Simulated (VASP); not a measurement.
All values below come from SCAN meta-GGA, VASP's PBE PAW potentials (set 64) (plane waves; VASP 6.6.1).

The input files of a VASP run:

### POSCAR
```
MoS2
1
    1.5868244712    -2.7484603275     0.0000000000
    1.5868244712     2.7484603275     0.0000000000
    0.0000000000     0.0000000000    12.8288213244
Mo S
2 4
Direct
  0.3333330000   0.6666670000   0.2500000000
  0.6666670000   0.3333330000   0.7500000000
  0.3333330000   0.6666670000   0.8709908016
  0.6666670000   0.3333330000   0.3709908016
  0.6666670000   0.3333330000   0.1290091984
  0.3333330000   0.6666670000   0.6290091984
```

### INCAR
```
ALGO = Normal
EDIFF = 1E-7
ENCUT = 520
ISIF = 2
ISMEAR = -5
LASPH = .TRUE.
LCHARG = .FALSE.
LEFG = .TRUE.
LMAXMIX = 4
LMIXTAU = .TRUE.
LORBIT = 11
LREAL = .FALSE.
LWAVE = .FALSE.
METAGGA = SCAN
NEDOS = 601
NELM = 100
PREC = Accurate
SYSTEM = MoS2
```

### KPOINTS_OPT
```
k-points along high-symmetry lines
6
Line-mode
Reciprocal
  0.000000   0.000000   0.000000 ! GAMMA
  0.000000   0.500000   0.000000 ! M

  0.000000   0.500000   0.000000 ! M
 -0.333333   0.666667   0.000000 ! K

 -0.333333   0.666667   0.000000 ! K
  0.000000   0.000000   0.000000 ! GAMMA

  0.000000   0.000000   0.000000 ! GAMMA
  0.000000   0.000000   0.500000 ! A

  0.000000   0.000000   0.500000 ! A
  0.000000   0.500000   0.500000 ! L

  0.000000   0.500000   0.500000 ! L
 -0.333333   0.666667   0.500000 ! H

 -0.333333   0.666667   0.500000 ! H
  0.000000   0.000000   0.500000 ! A

  0.000000   0.500000   0.500000 ! L
  0.000000   0.500000   0.000000 ! M

 -0.333333   0.666667   0.500000 ! H
 -0.333333   0.666667   0.000000 ! K
```

KPOINTS:
```
Regular mesh
0
G
9 9 2
```

POTCAR, in this order: Mo_sv S (PBE.64 set). Program: vasp_std.

Output of the run:

**OUTCAR**
```
 ion  position               nearest neighbor table
   1  0.333  0.667  0.250-   4 2.40   5 2.40   4 2.40   5 2.40   4 2.40   5 2.40
   2  0.667  0.333  0.750-   3 2.40   6 2.40   3 2.40   6 2.40   3 2.40   6 2.40
   3  0.333  0.667  0.871-   2 2.40   2 2.40   2 2.40
   4  0.667  0.333  0.371-   1 2.40   1 2.40   1 2.40
   5  0.667  0.333  0.129-   1 2.40   1 2.40   1 2.40
   6  0.333  0.667  0.629-   2 2.40   2 2.40   2 2.40
  LATTYP: Found a hexagonal cell.
 ALAT       =     3.1736487005
 C/A-ratio  =     4.0422940707
 Subroutine PRICEL returns:
 Original cell was already a primitive cell.
 Subroutine GETGRP returns: Found 24 space group operations
The static configuration has the point symmetry D_3d.
 The point group associated with its full space group is D_6h.
The dynamic configuration has the point symmetry D_3d.
 Subroutine INISYM returns: Found 24 space group operations
 Subroutine IBZKPT returns following result:
 Found     24 irreducible k-points:

 Following reciprocal coordinates:
            Coordinates               Weight
  0.000000  0.000000  0.000000      1.000000
  0.111111  0.000000  0.000000      6.000000
  0.222222 -0.000000  0.000000      6.000000
...
```

### OSZICAR
```
       N       E                     dE             d eps       ncg     rms          rms(c)
DAV:   1     0.386943524946E+03    0.38694E+03   -0.30297E+04  1672   0.162E+03
DAV:   2    -0.106524999129E+03   -0.49347E+03   -0.48367E+03  1850   0.410E+02
DAV:   3    -0.132676447935E+03   -0.26151E+02   -0.25977E+02  1918   0.823E+01
DAV:   4    -0.133231970048E+03   -0.55552E+00   -0.55415E+00  1838   0.121E+01
DAV:   5    -0.133246278722E+03   -0.14309E-01   -0.14304E-01  1952   0.183E+00    0.398E+01
DAV:   6    -0.122659432299E+03    0.10587E+02   -0.24771E+01  1711   0.336E+01    0.137E+01
DAV:   7    -0.118539488636E+03    0.41199E+01   -0.72563E+00  1672   0.154E+01    0.731E+00
DAV:   8    -0.116324055930E+03    0.22154E+01   -0.23061E+00  1955   0.975E+00    0.415E+00
DAV:   9    -0.114455590390E+03    0.18685E+01   -0.44952E-01  1677   0.578E+00    0.184E+00
DAV:  10    -0.114176247027E+03    0.27934E+00   -0.49018E-01  1871   0.661E+00    0.390E-01
DAV:  11    -0.113973864754E+03    0.20238E+00   -0.71069E-02  1768   0.249E+00    0.389E-01
DAV:  12    -0.113968657797E+03    0.52070E-02   -0.49086E-03  1784   0.630E-01    0.413E-01
DAV:  13    -0.113950912624E+03    0.17745E-01   -0.21996E-03  1777   0.428E-01    0.386E-01
DAV:  14    -0.113936681433E+03    0.14231E-01   -0.22798E-01  1523   0.370E+00    0.679E-01
DAV:  15    -0.113938036545E+03   -0.13551E-02   -0.15678E-02  1762   0.106E+00    0.302E-01
DAV:  16    -0.113928612012E+03    0.94245E-02   -0.75573E-02  1523   0.274E+00    0.296E-01
DAV:  17    -0.113925875297E+03    0.27367E-02   -0.20089E-02  1558   0.118E+00    0.933E-02
DAV:  18    -0.113927513358E+03   -0.16381E-02   -0.90019E-03  1544   0.790E-01    0.817E-02
DAV:  19    -0.113929320399E+03   -0.18070E-02   -0.32495E-03  1684   0.591E-01    0.562E-02
DAV:  20    -0.113929434838E+03   -0.11444E-03   -0.15567E-03  1558   0.369E-01    0.478E-02
DAV:  21    -0.113929436379E+03   -0.15418E-05   -0.57960E-04  1635   0.230E-01    0.314E-02
DAV:  22    -0.113929411166E+03    0.25214E-04   -0.32823E-04  1586   0.182E-01    0.169E-02
DAV:  23    -0.113929386092E+03    0.25074E-04   -0.14170E-04  1712   0.123E-01    0.116E-02
DAV:  24    -0.113929403029E+03   -0.16937E-04   -0.72676E-05  1614   0.874E-02    0.870E-03
DAV:  25    -0.113929405900E+03   -0.28709E-05   -0.56642E-06  1761   0.253E-02    0.616E-03
DAV:  26    -0.113929403450E+03    0.24501E-05   -0.20856E-06  1684   0.141E-02    0.594E-03
DAV:  27    -0.113929400711E+03    0.27389E-05   -0.19319E-06  1642   0.135E-02    0.413E-03
DAV:  28    -0.113929407259E+03   -0.65473E-05   -0.91217E-07  1438   0.102E-02    0.155E-03
DAV:  29    -0.113929404894E+03    0.23650E-05   -0.17823E-06  1614   0.115E-02    0.963E-04
DAV:  30    -0.113929406215E+03   -0.13215E-05   -0.76118E-07  1447   0.996E-03    0.584E-04
DAV:  31    -0.113929406898E+03   -0.68334E-06   -0.10760E-07  1169   0.324E-03    0.394E-04
DAV:  32    -0.113929406092E+03    0.80640E-06   -0.10078E-07  1085   0.307E-03    0.316E-04
DAV:  33    -0.113929406008E+03    0.83522E-07   -0.55314E-08   940   0.209E-03
   1 F= -.11392941E+03 E0= -.11392941E+03  d E =0.000000E+00
       N       E                     dE             ncg
       N       E                     dE             ncg
       N       E                     dE             ncg
```

**OUTCAR**
```
------------------------ aborting loop because EDIFF is reached ----------------------------------------
  FORCE on cell =-STRESS in cart. coord.  units (eV):
  Direction    XX          YY          ZZ          XY          YZ          ZX
  --------------------------------------------------------------------------------------
  Total        0.0443826      0.0443826      0.1124978      0.0000000      0.0000000      0.0000000
  in kB        0.6354601      0.6354600      1.6107178      0.0000000      0.0000000      0.0000000
  external PRESSURE =       0.9605460 kB  Pullay stress =       0.0000000 kB
  volume of cell :      111.90
      direct lattice vectors                 reciprocal lattice vectors
     1.586824471 -2.748460328  0.000000000     0.315094712 -0.181920035  0.000000000
     1.586824471  2.748460328  0.000000000     0.315094712  0.181920035  0.000000000
     0.000000000  0.000000000 12.828821324     0.000000000  0.000000000  0.077949484
 POSITION                                       TOTAL-FORCE (eV/Angst)
 -----------------------------------------------------------------------------------
      1.58682      0.91616      3.20721         0.000000     -0.000000      0.000000
      1.58682     -0.91616      9.62162        -0.000000     -0.000000      0.000000
      1.58682      0.91616     11.17379         0.000000     -0.000000      0.010047
      1.58682     -0.91616      4.75937         0.000000      0.000000      0.010047
      1.58682     -0.91616      1.65504        -0.000000      0.000000     -0.010047
      1.58682      0.91616      8.06945         0.000000      0.000000     -0.010047
 -----------------------------------------------------------------------------------
    total drift:                                0.000230      0.001616     -0.000030
  FREE ENERGIE OF THE ION-ELECTRON SYSTEM (eV)
  ---------------------------------------------------
  free  energy   TOTEN  =      -113.9294060085 eV

  energy  without entropy=     -113.9294060085  energy(sigma->0) =     -113.92940601

 total charge

# of ion       s       p       d       tot
------------------------------------------
    1        2.288   6.224   3.907  12.420
    2        2.288   6.224   3.907  12.420
    3        1.360   2.367   0.000   3.726
    4        1.360   2.367   0.000   3.726
    5        1.360   2.367   0.000   3.726
    6        1.360   2.367   0.000   3.726
--------------------------------------------------
tot         10.015  21.916   7.815  39.745
```
(Selected blocks of OUTCAR.)

**OUTCAR**
```
 val. band max:        6.6731857588   @ k =   0.0000   0.0000   0.0000

 cond. band min:       7.8631586787   @ k =   0.3333   0.3333   0.0000


 Fermi energy:         6.7569558387

 k-point     1 :       0.0000    0.0000    0.0000
  band No.  band energies     occupation
      1     -56.8436      2.00000
      2     -56.8436      2.00000
      3     -30.1669      2.00000
      4     -30.1669      2.00000
      5     -29.9511      2.00000
      6     -29.9511      2.00000
      7     -29.9511      2.00000
      8     -29.9511      2.00000
      9      -8.8321      2.00000
     10      -8.6763      2.00000
     11      -7.4746      2.00000
     12      -7.2079      2.00000
     13      -0.2193      2.00000
     14       0.5129      2.00000
     15       3.2733      2.00000
     16       3.2734      2.00000
     17       3.2807      2.00000
     18       3.2807      2.00000
     19       3.4156      2.00000
     20       4.4420      2.00000
     21       4.4421      2.00000
     22       4.4671      2.00000
     23       4.4672      2.00000
     24       5.2000      2.00000
     25       5.7054      2.00000
     26       6.6732      2.00000
     27       9.0707      0.00000
     28       9.0707      0.00000
     29       9.0864      0.00000
     30       9.0864      0.00000
     31       9.2613      0.00000

 k-point     2 :       0.1111    0.0000    0.0000
  band No.  band energies     occupation
      1     -56.8386      2.00000
      2     -56.8386      2.00000
      3     -30.1570      2.00000
      4     -30.1570      2.00000
      5     -30.0007      2.00000
      6     -30.0007      2.00000
      7     -29.9623      2.00000
      8     -29.9623      2.00000
      9      -8.6402      2.00000
     10      -8.4862      2.00000
     11      -7.3924      2.00000
     12      -7.1404      2.00000
     13      -0.0024      2.00000
     14       0.7240      2.00000
     15       2.8686      2.00000
     16       2.8855      2.00000
     17       2.9853      2.00000
...
```

The compound is MoS2 in the 2H layered structure. It was relaxed first, which changed the volume by +5 %.
